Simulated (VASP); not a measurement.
Energy against volume of Pt$_{3}$Ti (L1_2). Calculation: r2SCAN+rVV10, VASP's PBE PAW potentials (set 64) (plane waves; VASP 6.6.1).

```
V (Å³/atom)  E (eV/atom)
-----------  -----------
14.115         -42.55474
14.566         -42.59341
15.016         -42.60529
15.466         -42.59481
15.917         -42.56569
```

### Question
Fit a third-order Birch-Murnaghan equation of state.

### Answer

```yaml
volume_per_atom: 15.02 Å^3/atom
bulk_modulus: 264 GPa
pressure_derivative_of_the_bulk_modulus: 5.04
lattice_constant_a: 3.916 Å
```

Measured: a 3.916 Å (computed value off by +0.0 %), as given by Molecular Dynamics Simulations of PtTi High-Temperature Shape Memory Alloys Based on a Modified Embedded-Atom Method …. The calculation is for a static lattice, while the measured a holds thermal and zero-point effects, which are part of the difference.

The compound is Pt3Ti in the L1_2 structure. It was relaxed first.
